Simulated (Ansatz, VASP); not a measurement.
# Cross-check of GaMoPt (GaMoPt in the AlB2 type) between VASP and Ansatz

One calculation is typed for both programs; each brings its own data sets. How far apart do they land? The cell is generated by rule, not measured, and may not be a known phase. The cell is taken from a series of runs on this material, whose earlier steps may have relaxed, scaled, displaced or heated it; both programs get it as it stands.

Method: plane waves, with VASP 6.6.1 beside it; relaxation of cell and atoms at PBE, in Ansatz 0.2.0.

The structure was built from a prototype and need not be the compound's stable phase.

## 1. Set-up

The structure is hexagonal, space group P-6m2 (No. 187). The conventional cell has a = 4.379 Å, b = 4.379 Å, c = 2.771 Å, α = 90.00°, β = 90.00°, γ = 120.00°. Nearest to Mo lie 2 Mo at 2.77 Å and 6 Ga at 2.88 Å and 6 Pt at 2.88 Å. Ga has 3 Pt at 2.53 Å and 2 Ga at 2.77 Å and 6 Mo at 2.88 Å nearest. Nearest to Pt lie 3 Ga at 2.53 Å and 2 Pt at 2.77 Å and 6 Mo at 2.88 Å. Farther neighbours are not listed.

## 2. VASP: relaxation of cell and atoms, PBE, pair 1

The relaxed volume is the usual yardstick between codes: in a stiff, nearly cubic crystal its relative difference is about their pressure difference at one cell divided by the bulk modulus.

Lines of VASP's logs that name or quote its potential files are left out, and so is its time.

Input file INCAR:

```
SYSTEM = GaMoPt
PREC = Accurate
ENCUT = 500
EDIFF = 1E-07
NELM = 120
ISMEAR = 0
SIGMA = 0.1
LREAL = .FALSE.
ALGO = Normal
GGA = PE
NBANDS = 24
LASPH = .TRUE.
LORBIT = 11
LWAVE = .FALSE.
LCHARG = .FALSE.
ISIF = 3
IBRION = 2
NSW = 80
EDIFFG = -0.005
GGA_COMPAT = .FALSE.
NELMIN = 4
KPAR = 2
```

Input file POSCAR:

```
GaMoPt
1.0
    4.3792630000     -0.0000030000      0.0000000000
   -2.1896290000      3.7925550000      0.0000000000
    0.0000000000      0.0000000000      2.7708710000
Mo Ga Pt
1 1 1
Direct
    0.0000000000      0.0000000000      0.0000000000
    0.3333333333      0.6666666667      0.5000000000
    0.6666666667      0.3333333333      0.5000000000
```

Input file KPOINTS:

```
Automatic mesh
0
Gamma
9 9 10
0 0 0
```

The projector-augmented-wave data sets are Mo_sv, Ga_d and Pt (PBE family, release 64).

Command:

```sh
$ mpirun -np 2 vasp_std
```

Numbers of over 12 decimals in the logs are rounded to 6 here.

The log of the run:

```text
[banner, memory and clock lines left out]
running    2 mpi-ranks, on    1 nodes
 distrk:  each k-point on    1 cores,    2 groups
 distr:  one band on    1 cores,    1 groups

 POSCAR found type information on POSCAR MoGaPt
 POSCAR found :  3 types and       3 ions
 LDA part: xc-table for (Slater+PW92), standard interpolation
 POSCAR, INCAR and KPOINTS ok, starting setup
 FFT: planning ... GRIDC
 FFT: planning ... GRID_SOFT
 FFT: planning ... GRID
 WAVECAR not read
 entering main loop
       N       E                     dE             d eps       ncg     rms          rms(c)
DAV:   1     0.321243754733E+03    0.32124E+03   -0.18054E+04  3640   0.228E+03
DAV:   2    -0.486283863072E+00   -0.32173E+03   -0.31266E+03  3864   0.544E+02
DAV:   3    -0.216144558487E+02   -0.21128E+02   -0.20842E+02  4088   0.115E+02
DAV:   4    -0.219845099818E+02   -0.37005E+00   -0.36954E+00  4000   0.164E+01
DAV:   5    -0.219924795983E+02   -0.79696E-02   -0.79693E-02  4072   0.236E+00    0.162E+01
DAV:   6    -0.206676075013E+02    0.13249E+01   -0.49250E+00  3680   0.149E+01    0.542E+00
DAV:   7    -0.205778624878E+02    0.89745E-01   -0.42181E-01  4480   0.670E+00    0.226E+00
DAV:   8    -0.205480349411E+02    0.29828E-01   -0.23235E-01  3888   0.298E+00    0.187E+00
DAV:   9    -0.205317100109E+02    0.16325E-01   -0.41364E-02  3856   0.124E+00    0.364E-01
DAV:  10    -0.205310553661E+02    0.65464E-03   -0.26318E-03  4160   0.575E-01    0.110E-01
DAV:  11    -0.205310537271E+02    0.16390E-05   -0.97172E-05  4696   0.840E-02    0.500E-02
DAV:  12    -0.205310509210E+02    0.28060E-05   -0.33499E-05  4368   0.538E-02    0.101E-02
DAV:  13    -0.205310519487E+02   -0.10277E-05   -0.22424E-06  4040   0.111E-02    0.315E-03
DAV:  14    -0.205310516566E+02    0.29209E-06   -0.11272E-07  2576   0.293E-03    0.631E-04
DAV:  15    -0.205310516347E+02    0.21918E-07   -0.17944E-08  2040   0.136E-03
   1 F= -.20531052E+02 E0= -.20523917E+02  d E =-.205311E+02
[...]
2 F= -.20530974E+02 E0= -.20523778E+02  d E =0.774029E-04
[...]
3 F= -.20531112E+02 E0= -.20523954E+02  d E =-.605931E-04
[...]
4 F= -.20531112E+02 E0= -.20523953E+02  d E =-.606908E-04
[...]
5 F= -.20531121E+02 E0= -.20523960E+02  d E =-.894458E-05
 trial-energy change:   -0.000009  1 .order   -0.000009   -0.000031    0.000013
 step:   0.6224(harm=  0.6224)  dis= 0.00000  next Energy=   -20.531123 (dE=-0.110E-04)
 bond charge predicted
       N       E                     dE             d eps       ncg     rms          rms(c)
DAV:   1    -0.205311416408E+02   -0.20402E-04   -0.58935E-04  3600   0.204E-01    0.279E-02
DAV:   2    -0.205311267371E+02    0.14904E-04   -0.32553E-05  4064   0.497E-02    0.109E-02
DAV:   3    -0.205311235821E+02    0.31550E-05   -0.64819E-06  5080   0.204E-02    0.410E-03
DAV:   4    -0.205311232765E+02    0.30564E-06   -0.12016E-06  3504   0.748E-03    0.308E-03
DAV:   5    -0.205311230137E+02    0.26280E-06   -0.37490E-07  2736   0.437E-03    0.837E-04
DAV:   6    -0.205311229556E+02    0.58065E-07   -0.34971E-08  1800   0.147E-03
   6 F= -.20531123E+02 E0= -.20523962E+02  d E =-.106301E-04
 curvature:  -0.35 expect dE=-0.395E-07 dE for cont linesearch -0.757E-09
 trial: gam=-0.02407 g(F)=  0.437E-46 g(S)=  0.112E-06 ort = 0.293E-06 (trialstep = 0.830E+00)
 search vector abs. value=  0.121E-06
 reached required accuracy - stopping structural energy minimisation
```

From OUTCAR (step 2):

```text
ion  position               nearest neighbor table
   1  0.000  0.000  0.000-   3 2.88   3 2.88   2 2.88   2 2.88   2 2.88   3 2.88   2 2.88   3 2.88
                             3 2.88   3 2.88   2 2.88   2 2.88
   2  0.333  0.667  0.500-   3 2.53   3 2.53   3 2.53   1 2.88   1 2.88   1 2.88   1 2.88   1 2.88
                             1 2.88
   3  0.667  0.333  0.500-   2 2.53   2 2.53   2 2.53   1 2.88   1 2.88   1 2.88   1 2.88   1 2.88
                             1 2.88

  LATTYP: Found a hexagonal cell.
 ALAT       =     4.3792630000
 C/A-ratio  =     0.6327254152

 Subroutine GETGRP returns: Found 12 space group operations
 (whereof 12 operations were pure point group operations)

The static configuration has the point symmetry D_3h.

 Found     72 irreducible k-points:

   k-points           NKPTS =     72   k-points in BZ     NKDIM =     72   number of bands    NBANDS=     24

   dimension x,y,z NGX =    32 NGY =   32 NGZ =   20
   dimension x,y,z NGXF=    64 NGYF=   64 NGZF=   40

   ENCUT  =  500.0 eV  36.75 Ry    6.06 a.u.   7.98  7.98  5.05*2*pi/ulx,y,z

   NELECT =      37.0000    total number of electrons

 k-points in reciprocal lattice and weights: Automatic mesh
   0.00000000  0.00000000  0.00000000       0.001
   0.11111111 -0.00000000  0.00000000       0.007
   0.22222222 -0.00000000  0.00000000       0.007
   0.33333333  0.00000000  0.00000000       0.007
   0.44444444 -0.00000000  0.00000000       0.007
   0.11111111  0.11111111  0.00000000       0.007
   0.22222222  0.11111111  0.00000000       0.015
   0.33333333  0.11111111  0.00000000       0.015
   0.44444444  0.11111111  0.00000000       0.007
[...]
0.33333333  0.22222222  0.50000000       0.015
   0.33333333  0.33333333  0.50000000       0.002

 average (electrostatic) potential at core
       1 -71.4076       2 -59.7151       3 -64.1745

 E-fermi :  10.7503

 k-point     1 :       0.0000    0.0000    0.0000
  band No.  band energies     occupation
    ...
     14       7.7438      2.00000
     15       8.1176      2.00000
     16       8.1176      2.00000
     17       8.1183      2.00000
     18       8.1183      2.00000
     19      12.1834      0.00000
     20      12.1834      0.00000
     21      12.2632      0.00000
     22      15.5090      0.00000
     23      15.5090      0.00000
    ...

 k-point     2 :       0.1111   -0.0000    0.0000
  band No.  band energies     occupation
    ...
     14       7.7941      2.00000
     15       8.0315      2.00000
     16       8.1047      2.00000
     17       8.1220      2.00000
     18       8.1520      2.00000
     19      12.1116      0.00000
     20      12.2079      0.00000
     21      12.5909      0.00000
     22      14.2532      0.00000
     23      14.4427      0.00000
    ...

 k-point     3 :       0.2222   -0.0000    0.0000
  band No.  band energies     occupation
    ...
     14       7.4966      2.00000
     15       8.0715      2.00000
     16       8.0727      2.00000
     17       8.1267      2.00000
     18       8.2794      2.00000
     19      11.9627      0.00000
     20      12.2695      0.00000
     21      12.4483      0.00000
     22      12.9522      0.00000
     23      13.7389      0.00000
    ...

  Total       -0.0016889     -0.0016889     -0.0011274      0.0000000      0.0000000      0.0000000
  in kB       -0.0587398     -0.0587398     -0.0392097      0.0000000      0.0000000      0.0000000
  external PRESSURE =      -0.0522298 kB  Pullay stress =       0.0000000 kB

  energy-cutoff  :      500.00
  volume of cell :       46.07
      direct lattice vectors                 reciprocal lattice vectors
     4.382579758 -0.000003002 -0.000000000     0.228176200  0.131737371 -0.000000000
    -2.191287377  3.795427399 -0.000000000     0.000000180  0.263475043  0.000000000
     0.000000000 -0.000000000  2.769487692     0.000000000  0.000000000  0.361077611

 POSITION                                       TOTAL-FORCE (eV/Angst)
 -----------------------------------------------------------------------------------
     -2.19129      3.79543     -0.00000         0.000000      0.000000      0.000000
      0.00000      2.53028      1.38474        -0.000000     -0.000000     -0.000000
      2.19129      1.26514      1.38474        -0.000000      0.000000     -0.000000
 -----------------------------------------------------------------------------------
    total drift:                                0.000001      0.000001     -0.000000

  FREE ENERGIE OF THE ION-ELECTRON SYSTEM (eV)
  ---------------------------------------------------
  free  energy   TOTEN  =       -20.5311229556 eV

  energy  without entropy=      -20.5168010607  energy(sigma->0) =      -20.52396201

 reached required accuracy - stopping structural energy minimisation

 total charge
# of ion       s       p       d       tot
------------------------------------------
    1        2.276   6.145   3.852  12.272
    2        0.862   0.889  10.027  11.778
    3        0.701   0.715   8.037   9.453
--------------------------------------------------
tot          3.838   7.749  21.916  33.504

[... 3 further parts left out ...]
```

CONTCAR:

```
GaMoPt
   1.00000000000000
     4.3825797582728399   -0.0000030023579114   -0.0000000000000000
    -2.1912873773172588    3.7954273992197098   -0.0000000000000000
     0.0000000000000000   -0.0000000000000000    2.7694876922747489
  Mo              Ga              Pt
     1     1     1
Direct
     0.0000000000000000    1.0000000000000000    0.0000000000000000
     0.3333333332999970    0.6666666667000030    0.5000000000000000
     0.6666666667000030    0.3333333332999970    0.5000000000000000
```

This run has no spin polarisation. Its electron count is odd, so without a moment it is a metal by construction. The run keeps the 12 symmetry operations of its start, so it cannot find a distortion of lower symmetry.

## 3. Ansatz: relaxation of cell and atoms, PBE, pair 1

Ansatz runs on its PAW soft_1 files.

The same cell, functional, mesh and smearing now go to Ansatz, which takes its cutoff from its data sets.

Input file input.yaml:

```yaml
crystal:
  lattice:
    - [4.3792632244, -3.3182e-06, 0.0]
    - [-2.1896287386, 3.7925548612, 0.0]
    - [0.0, 0.0, 2.7708710613]
  atoms:
    - { symbol: Mo, position: [0.0, 0.0, 0.0] }
    - { symbol: Ga, position: [0.3333333333, 0.6666666667, 0.5] }
    - { symbol: Pt, position: [0.6666666667, 0.3333333333, 0.5] }
kpoints:
  mp_grid: { grid: [9, 9, 10] }
hamiltonian:
  xc: pbe
  pseudopotentials: { kind: paw, azcp: { folder: soft_1 } }
scf:
  occupations: { method: gaussian, width: 0.1 }
output:
  forces: true
  stress: true
  eigenvalues: true
relax:
  adjacent_minimum: "off"
  f_tol: 0.005
  max_steps: 80
  cell: { stress_tol: 0.05 }
```

Command:

```sh
$ ansatz run input.yaml --threads 4 --pin off --max-ram 12288MiB --backend cpu --events-out ev --progress --plain --runs-dir out
```

The log of the run:

```text
Engine: ansatz 0.2.0, aarch64-unknown-linux-gnu
Pseudopotentials: kind: paw
Pseudopotential: Mo, paw, valence charge 14, recommended cutoff 420 eV (normal), soft_1/Mo.paw.azcp
Pseudopotential: Ga, paw, valence charge 13, recommended cutoff 420 eV (normal), soft_1/Ga.paw.azcp
Pseudopotential: Pt, paw, valence charge 18, recommended cutoff 420 eV (normal), soft_1/Pt.paw.azcp
Functional definition: PBE
  parameter kappa = 0.804
  parameter beta = 0.066725
  exchange = pbe_x(kappa = kappa, mu = beta*pi^2/3)
  correlation = pbe_c(beta = beta)
Crystal: 3 atoms, lattice volume = 46.020 Å³
Basis set: ecut = 420 eV, 915 PW (Γ), exchange–correlation on 60×60×40 points (8 copies of the dense FFT grid, shifted against one another)
Bands: 27, of which v1, the nominal top of the filled ones, is band 23 counted from 1 (22 counted from 0)
Symmetry: 12 space group operations
Space group: P-6m2 (ITA 187), of the structure as read, at distance tolerance 3.6e-5 Å
k-points: 72 of 810 (time reversal used)
Non-local potential: Mo, projectors of the file, l = 0: 3, l = 1: 2, l = 2: 2, l = 3: 1
Non-local potential: Ga, projectors of the file, l = 0: 2, l = 1: 2, l = 2: 3, l = 3: 1
Non-local potential: Pt, projectors of the file, l = 0: 3, l = 1: 2, l = 2: 2, l = 3: 1
PAW form: soft (Blöchl's): semilocal exchange-correlation on the pseudo side does not see the compensation charge
PAW one-centre angular grid: Mo, 590 points (default); XC on 64 Gauss nodes
PAW one-centre angular grid: Ga, 590 points (default); XC on 64 Gauss nodes
PAW one-centre angular grid: Pt, 590 points (default); XC on 64 Gauss nodes
Initial density: superposition of atomic densities (chi_scale 0.1, normalization cell, long waves kept (reshape's long-wave potential 0.00 eV rms))
Initial wavefunctions: pseudopotential atomic-orbital guess
Functional: x = pbe(κ = 0.804, μ = 0.219515), c = pbe(β = 0.066725)
SCF iter   1: F=—  HF=-21267.212894 eV  |F-HF|=—  |Δ(HF+E_count)|=         —  Δρ=1.35e-1  dr2=1.19e1  ethr=3.10e-3  ⟨swp⟩=4.5  Hψ=6829  notcnv=0
preconditioner: auto → none  [metal: Δε(μ)=0.031 eV  Ē_g=10.946 eV  σ=0.100 eV  W_gap=0.18  n_scr=8 (ndim 8)  ℏωp=29.5 eV  f_vac=0.000  D(μ)=3.13/eV (n_scr^D=32)  sad-step TF]
SCF iter   2: F=—  HF=-21265.517781 eV  |F-HF|=—  |Δ(HF+E_count)|=    1.70e0  Δρ=8.13e-2  dr2=4.82e0  ethr=3.10e-3  ⟨swp⟩=2.0  Hψ=3376  notcnv=0  defer=20
SCF iter   3: F=—  HF=-21264.404932 eV  |F-HF|=—  |Δ(HF+E_count)|=    1.11e0  Δρ=1.11e-2  dr2=5.36e-2  ethr=3.10e-3  ⟨swp⟩=3.6  Hψ=3913  notcnv=0  defer=20
SCF iter   4: F=—  HF=-21264.392953 eV  |F-HF|=—  |Δ(HF+E_count)|=   1.20e-2  Δρ=6.50e-3  dr2=1.20e-2  ethr=1.19e-4  ⟨swp⟩=2.1  Hψ=3858  notcnv=0  defer=13
SCF iter   5: F=—  HF=-21264.386706 eV  |F-HF|=—  |Δ(HF+E_count)|=   6.25e-3  Δρ=1.43e-3  dr2=4.17e-4  ethr=2.67e-5  ⟨swp⟩=2.0  Hψ=2896  notcnv=0  defer=13
SCF iter   6: F=—  HF=-21264.386895 eV  |F-HF|=—  |Δ(HF+E_count)|=   1.88e-4  Δρ=4.37e-4  dr2=3.95e-5  ethr=9.26e-7  ⟨swp⟩=2.2  Hψ=3315  notcnv=0  defer=13
SCF iter   7: F=—  HF=-21264.386909 eV  |F-HF|=—  |Δ(HF+E_count)|=   1.41e-5  Δρ=1.21e-4  dr2=6.51e-6  ethr=8.78e-8  ⟨swp⟩=2.0  Hψ=3199  notcnv=0  defer=13
SCF iter   8: F=—  HF=-21264.386908 eV  |F-HF|=—  |Δ(HF+E_count)|=   1.23e-6  Δρ=1.69e-5  dr2=1.39e-7  ethr=1.45e-8  ⟨swp⟩=2.8  Hψ=3345  notcnv=0  defer=13
SCF iter   9: F=-21264.386908 eV  HF=-21264.386908 eV  |F-HF|=2.80e-10  |Δ(HF+E_count)|=   2.68e-9  Δρ=2.64e-6  dr2=2.07e-9  ethr=2.22e-10  ⟨swp⟩=4.8  Hψ=6274  notcnv=0
SCF 1 converged in 9 iterations: F = -21264.386908 eV  dr2 = 2.07e-9
  greatest PAW one-centre occupation: 1.000 electrons in one spin orbital (limit 2), on the Pt atom at site 2 (counted from 0), in its partial waves of l = 0
relax step   1: F+E_penalty+E_count = -21264.38690754 eV  Δ(F+E_penalty+E_count) = +0.000e0 eV  max|allowed force component| = 4.549e-17 eV/Å  Δτ_max = 0.0000 Å  P = +0.055 GPa  Ω = 46.020 Å³  (9 SCF iters, dr2 threshold 1.00e-7 eV, accepted)
[...]
relax step   2: F+E_penalty+E_count = -21264.38692156 eV  Δ(F+E_penalty+E_count) = -1.402e-5 eV  max|allowed force component| = 5.089e-17 eV/Å  Δτ_max = 0.0000 Å  P = -0.025 GPa  Ω = 46.034 Å³  energy of the carried Pulay correction = -5.161e-6 eV  (6 SCF iters, dr2 threshold 4.67e-8 eV, accepted)
[...]
relax step   3: F+E_penalty+E_count = -21264.38692664 eV  Δ(F+E_penalty+E_count) = -5.085e-6 eV  max|allowed force component| = 5.166e-17 eV/Å  Δτ_max = 0.0000 Å  P = +0.002 GPa  Ω = 46.029 Å³  energy of the carried Pulay correction = -3.297e-6 eV  (6 SCF iters, dr2 threshold 7.64e-9 eV, accepted)
[...]
relax step   4: F+E_penalty+E_count = -21264.38693541 eV  Δ(F+E_penalty+E_count) = -8.772e-6 eV  max|allowed force component| = 5.782e-17 eV/Å  Δτ_max = 0.0000 Å  P = +0.002 GPa  Ω = 46.029 Å³  stress off target by 2.31e-3 GPa  SCF on the basis re-selected at this cell (its energy is not comparable with the rows above)  (7 SCF iters)
basis re-selected at this cell: Δ(F+E_penalty+E_count) = -8.772e-6 eV, ΔP = -0.000 GPa vs the last step (what re-selecting the basis moved, of the pressure what is left beyond the Pulay correction that the steps carried, after the strain that the cell walked since its last selection, with what the two solves' SCF thresholds leave and, on support functions, any second-order correction that the steps lacked; it is no m [...]
SCF converged after 7 iterations
Free energy (F): -21264.386935 eV
Harris-Foulkes:  -21264.386935 eV  (|F-HF|=3.64e-12)
Internal energy: -21264.372685 eV  (E = F + TS)
E sigma→0 (E₀):  -21264.379810 eV
Entropy (-TS):   -0.014250 eV (-4.750 meV/atom)
Fermi energy:    19.319567 eV
--- Per-component energies (eV) ---
  E_band       = -212.364281
  E_kinetic    = 1129.613217
  E_local      = -3437.796861  (includes V_loc(G=0)·N_el)
  E_nonlocal   = 259.707504
  E_hartree    = 1634.683787
  E_xc         = -472.313942
  E_vxc        = -547.781006  (∫ρ·V_xc dr)
  E_paw        = -14687.789729  (= ΣΔE_a)
  E_vpaw       = -885.475689  (= ΣTr[D̂ρ^β])
  E_aug_tail   = 0.000973  (compensation charges beyond the density's cutoff)
  E_ewald      = -5690.477634
  E_smearing   = -0.014250  (= −TS)
  E_closure    = -0.000000  (closes the sum)
  Σ components = -21264.386935   (vs F -21264.386935, Δ=0.00e0)
--- Forces (eV/Å), atoms counted from 1 ---
  atom   1  Mo     0.00000000    -0.00000000     0.00000000
  atom   2  Ga     0.00000000    -0.00000000     0.00000000
  atom   3  Pt     0.00000000    -0.00000000     0.00000000
  max |Σ_I F_I| component: 1.60e-16 eV/Å
--- Stress (GPa, compression-positive) ---
        0.001580      -0.000000       0.000000
       -0.000000       0.001580       0.000000
        0.000000       0.000000       0.002305
  P = ⅓ Tr σ = 0.0018 GPa (0.018 kbar)
--- Band table (eV; the first three rows and the last of 72) ---
  k-point 0: bands = [... 19 lower, 16.6820, 16.6839, 16.6839, 20.7499, 20.7499, 20.8441, 24.0823, 24.0823]
  k-point 1: bands = [... 19 lower, 16.6820, 17.3330, 17.3330, 20.4010, 20.4010, 20.9426, 24.6469, 24.6469]
  k-point 2: bands = [... 19 lower, 17.6906, 17.9272, 17.9272, 19.8519, 19.8519, 21.2310, 23.6244, 25.2122]
  k-point 71: bands = [... 19 lower, 16.7801, 17.9036, 18.9278, 18.9638, 21.1624, 21.3053, 21.9191, 21.9831]
--- Relaxed structure (3 steps of the walk, 3 accepted, 1 SCFs on fresh bases) ---
  F+E_penalty+E_count = -21264.38693541 eV   max|allowed force component| = 5.782e-17 eV/Å   (the final SCF, on the basis selected at the relaxed cell)
  cell:  # Å, volume = 46.0293 Å³
    - [4.380847, -3.3193736025154806e-6, 0.0]
    - [-2.190421, 3.793926, 0.0]
    - [0.0, 0.0, 2.769411]
  atoms:
    - { symbol: Mo, position: [0, 0, 0.0] }
    - { symbol: Ga, position: [0.333333, 0.666667, 0.500000] }
    - { symbol: Pt, position: [0.666667, 0.333333, 0.500000] }
```

## 4. Differences

Known differences besides the potentials themselves: the data sets hold 45 valence electrons in Ansatz (on its PAW soft_1 files) and 37 in VASP; the cutoff is 420 eV in Ansatz and 500 eV in VASP; Ansatz adds a Pulay correction to the stress that steers its cell, VASP none. Total energies have different zeros and are not compared.

Both answers:

```csv
quantity,Ansatz,VASP,difference
volume (Å³),46.03,46.07,-0.08 %
"edge a after relaxation, in the typed setting (Å)",4.381,4.383,-0.04 %
"edge c after relaxation, in the typed setting (Å)",2.769,2.769,+0.00 %
```

(Continued in part 2 of 2.)

[Lines on the potential files, build, host, timing and source positions are cut from VASP's logs without a mark.]

[Logs are printed without paths, hosts, clocks, repeated set-up lines and the standing remarks that a program may print on its own settings, such as how far it seeks lower states.]

[Hosts, paths, dates, database ids (printed as entryN), source tags and the programs' standing remarks are cut or masked in the printed files.]
